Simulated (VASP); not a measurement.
VASP runs on NdAs (a trial cell in the wurtzite structure, space group P6_3mc) share one base input (PBE GGA, plane waves, VASP's PBE PAW potentials (set 64)) and change the settings named in each case.

POSCAR:
```
NdAs
1
    4.6690390000     0.0000000000     0.0000000000
   -2.3345190000     4.0435060000     0.0000000000
    0.0000000000     0.0000000000     7.6468080000
Nd As
2 2
Direct
  0.6666670000   0.3333330000   0.0000000000
  0.3333330000   0.6666670000   0.5000000000
  0.6666670000   0.3333330000   0.6252000000
  0.3333330000   0.6666670000   0.1252000000
```

INCAR:
```
SYSTEM = NdAs
PREC = Accurate; ENCUT = 400; LREAL = .FALSE.
LASPH = .TRUE.
EDIFF = 1E-6; NELM = 100; ALGO = Normal
LMAXMIX = 6
ISMEAR = 0; SIGMA = 0.05
GGA = PE
ISIF = 2
LWAVE = .FALSE.; LCHARG = .FALSE.
```

KPOINTS:
```
Automatic mesh
0
Gamma
5 5 3
0 0 0
```

POTCAR, in this order: Nd_3 As (PBE.64 set). Program: vasp_std.

```csv
change,E(σ→0) (eV/atom),largest force (eV/Å),−TS (eV)
base run,-5.7239,0.130,0.0000
NELECT = 31.5,-5.8569,0.053,-0.0116
NELECT = 31.9,-5.7537,0.104,-0.0021
NELECT = 31.98,-5.7300,0.125,-0.0012
NELECT = 32.02,-5.7099,0.137,-0.0012
NELECT = 32.1,-5.6538,0.166,-0.0024
NELECT = 32.5,-5.3608,0.182,-0.0021
```
 Charged cells carry a uniform compensating background. The 4f electrons are frozen in the core of the lanthanide potential, so 4f levels, which can set the real gap, and their magnetism are missing.

Left out are runs that ran out of time, are held back, or changed the cell or the kind of run, fixed moments of cells without a moment, rows past the twelfth, gaps on odd meshes, pressures of charged cells and columns that move by less than the noise.

The structure was generated: NdAs was put into the wurtzite type (P6_3mc), which need not be its known phase. The cell was not relaxed at this level, forces remain on its atoms.
